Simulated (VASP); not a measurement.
```xyz
63
Lattice="7.2489 0.0000 0.0000 0.0000 7.2489 0.0000 0.0000 0.0000 7.2489" Properties=species:S:1:pos:R:3 pbc="T T T"
B      3.6090     7.2422     7.2407
B      5.4301     1.8136     0.0032
B      5.4296     0.0041     1.8122
B      7.2451     0.0030     0.0019
B      1.8022     1.7966     7.2351
B      3.6249     3.6179     7.2449
B      5.4523     5.4426     7.2375
B      1.8023     7.2365     1.7954
B      3.5078     1.7414     1.7409
B      5.6446     3.8218     1.6096
B      3.6249     7.2457     3.6159
B      5.6375     1.6174     3.8139
B      5.4524     7.2383     5.4419
B      0.0120     3.6378     7.2319
B      1.8153     5.4346     7.2456
B      0.0027     1.8098     1.8079
B      1.8027     3.6224     1.8093
B      3.6248     5.4354     1.8136
B      0.0126     7.2329     3.6369
B      1.8025     1.8107     3.6208
B      3.5077     3.6909     3.6904
B      5.4301     5.4280     3.6176
B      1.8151     7.2465     5.4336
B      3.6248     1.8155     5.4349
B      5.4296     3.6190     5.4271
B      0.0122     5.4483     1.7934
B      0.0028     3.6234     3.6215
B      1.8022     5.4452     3.6348
B      0.0127     1.7944     5.4474
B      1.8023     3.6360     5.4438
B      3.6091     5.4398     5.4384
B      7.2450     5.4293     5.4280
N      4.5213     0.9303     0.9291
N      6.3476     2.7139     0.9022
N      6.3453     0.9055     2.7133
N      0.9042     0.9042     0.9031
N      2.7141     2.7189     0.9085
N      4.5231     4.5214     0.9100
N      6.3402     6.3515     0.9039
N      2.7139     0.9093     2.7178
N      6.3477     4.5292     2.7174
N      4.5235     0.9129     4.5186
N      6.3455     2.7180     4.5258
N      6.3402     0.9050     6.3493
N      0.9112     4.5329     0.8985
N      2.7200     6.3388     0.9035
N      0.9015     2.7164     2.7150
N      2.7142     4.5228     2.7126
N      4.5292     6.3405     2.7150
N      0.9105     0.8999     4.5315
N      2.7140     2.7136     4.5221
N      4.5213     4.5021     4.5011
N      6.3400     6.3308     4.5261
N      2.7199     0.9046     6.3374
N      4.5291     2.7163     6.3398
N      6.3401     4.5274     6.3286
N      0.9105     6.3414     2.7152
N      0.9044     4.5283     4.5270
N      2.7201     6.3428     4.5267
N      0.9105     2.7162     6.3389
N      2.7200     4.5280     6.3414
N      4.5308     6.3413     6.3390
N      0.9056     6.3406     6.3394
```
Cell charge +1.

Method: HSE06 screened hybrid, VASP's PBE PAW potentials (set 64) (plane waves; VASP). Numerical set-up: PREC = Normal, LREAL = Auto, ISYM = 0, NELECT = 250.0, EDIFF = 1E-5, 400 eV cut-off, 1×1×1 Γ-centred mesh, Gaussian smearing of 0.050 eV, potentials B N. Starting moments (MAGMOM): 63*0.0317. The cell's moment is fixed (NUPDOWN = 2).

The cell is charged, with a uniform compensating background. The supercell is sampled at Γ alone, which is coarse: total energies, pressure and levels can be off, energies of defects by several tenths of an eV.

Task: Predict the cell moment, energy per atom (σ→0).

Result: 
| Quantity | Result |
|---|---|
| cell moment | 2.00 μB |
| energy per atom (σ→0) | -10.160 eV/atom |

Task: Give the moment on each site (PAW-sphere projection).

Result: 
```csv
site,moment (μB)
B1,0.01
B2,0.01
B3,0.01
B4,0.00
B5,0.01
B6,0.00
B7,0.01
B8,0.01
B9,0.17
B10,0.16
B11,0.00
B12,0.14
B13,0.01
B14,0.00
B15,0.00
B16,0.01
B17,0.00
B18,0.00
B19,0.00
B20,0.00
B21,0.16
B22,0.01
B23,0.00
B24,0.00
B25,0.01
B26,0.00
B27,0.01
B28,0.01
B29,0.00
B30,0.01
B31,0.01
B32,0.00
N33,0.00
N34,0.00
N35,0.00
N36,0.00
N37,0.01
N38,0.00
N39,0.00
N40,0.01
N41,0.00
N42,0.00
N43,0.00
N44,0.00
N45,0.00
N46,0.00
N47,0.00
N48,0.01
N49,0.00
N50,0.00
N51,0.01
N52,0.00
N53,0.00
N54,0.00
N55,0.00
N56,0.00
N57,0.02
N58,0.00
N59,0.00
N60,0.02
N61,0.00
N62,0.01
N63,0.01
```

The cell is a supercell with a defect, built from BN (zinc blende): vac_N, charge +1. The cell's shape comes from a PBE relaxation.
